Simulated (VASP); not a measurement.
OSZICAR of a VASP run on Mo3Si (A15):

OSZICAR:
```
       N       E                     dE             d eps       ncg     rms          rms(c)
DAV:   1     0.110089777748E+04    0.11009E+04   -0.55361E+04  2208   0.167E+03
DAV:   2    -0.376076089256E+02   -0.11385E+04   -0.11115E+04  2364   0.530E+02
DAV:   3    -0.884247797181E+02   -0.50817E+02   -0.49157E+02  2834   0.989E+01
DAV:   4    -0.895301808705E+02   -0.11054E+01   -0.10912E+01  2680   0.122E+01
DAV:   5    -0.895507145929E+02   -0.20534E-01   -0.20405E-01  2641   0.167E+00    0.495E+01
DAV:   6    -0.855179106812E+02    0.40328E+01   -0.14155E+01  2459   0.176E+01    0.143E+01
DAV:   7    -0.851674833632E+02    0.35043E+00   -0.10267E+00  2776   0.448E+00    0.372E+00
DAV:   8    -0.851092615662E+02    0.58222E-01   -0.13418E-01  2513   0.124E+00    0.557E-01
DAV:   9    -0.851081765814E+02    0.10850E-02   -0.69130E-03  2673   0.305E-01    0.292E-01
DAV:  10    -0.851080175322E+02    0.15905E-03   -0.70363E-04  2758   0.159E-01    0.129E-01
DAV:  11    -0.851080299512E+02   -0.12419E-04   -0.36389E-05  2786   0.318E-02    0.248E-02
DAV:  12    -0.851080263738E+02    0.35774E-05   -0.11991E-05  2543   0.194E-02    0.393E-03
DAV:  13    -0.851080261807E+02    0.19315E-06   -0.22859E-07  1545   0.226E-03
   1 F= -.81578646E+02 E0= -.81578215E+02  d E =-.815786E+02
       N       E                     dE             d eps       ncg     rms          rms(c)
DAV:   1    -0.851096426287E+02   -0.16163E-02   -0.42802E-01  2277   0.445E+00    0.161E+00
DAV:   2    -0.850949208418E+02    0.14722E-01   -0.48116E-02  2305   0.123E+00    0.224E-01
DAV:   3    -0.850942060560E+02    0.71479E-03   -0.47305E-03  2600   0.360E-01    0.212E-01
DAV:   4    -0.850942476794E+02   -0.41623E-04   -0.10407E-03  2585   0.910E-02    0.344E-02
DAV:   5    -0.850942214277E+02    0.26252E-04   -0.13281E-04  2459   0.563E-02    0.269E-02
DAV:   6    -0.850942258109E+02   -0.43831E-05   -0.15540E-05  2209   0.129E-02    0.442E-03
DAV:   7    -0.850942265004E+02   -0.68959E-06   -0.38427E-06  1990   0.697E-03
   2 F= -.81577992E+02 E0= -.81577533E+02  d E =0.653356E-03
       N       E                     dE             d eps       ncg     rms          rms(c)
DAV:   1    -0.851127147511E+02   -0.18489E-01   -0.22634E-01  2263   0.324E+00    0.116E+00
DAV:   2    -0.851049547517E+02    0.77600E-02   -0.25672E-02  2270   0.898E-01    0.164E-01
DAV:   3    -0.851045715698E+02    0.38318E-03   -0.24923E-03  2593   0.261E-01    0.149E-01
DAV:   4    -0.851045613055E+02    0.10264E-04   -0.53393E-04  2515   0.652E-02    0.247E-02
DAV:   5    -0.851045430827E+02    0.18223E-04   -0.73290E-05  2459   0.417E-02    0.210E-02
DAV:   6    -0.851045398283E+02    0.32544E-05   -0.60427E-06  2173   0.849E-03    0.284E-03
DAV:   7    -0.851045389914E+02    0.83686E-06   -0.18173E-06  1732   0.481E-03
   3 F= -.81578752E+02 E0= -.81578314E+02  d E =-.106327E-03
```

Q: Which electronic solver shows in the log?

A: It is blocked Davidson (ALGO = Normal, or the opening steps of other solvers). The INCAR had ALGO = Normal.

Q: Can the final energy be trusted as converged?

A: The calculation finished and met its thresholds. It stopped with EDIFF = 1E-6, NELM = 100, NSW = 40 and EDIFFG = -0.02 after 3 ionic steps (PBEsol GGA, plane waves, VASP's PBE PAW potentials (set 64)).

The compound is Mo3Si in the A15 structure. This run relaxes it under an external pressure of 5 GPa. Symmetry was kept, so distortions that lower it aren't found.
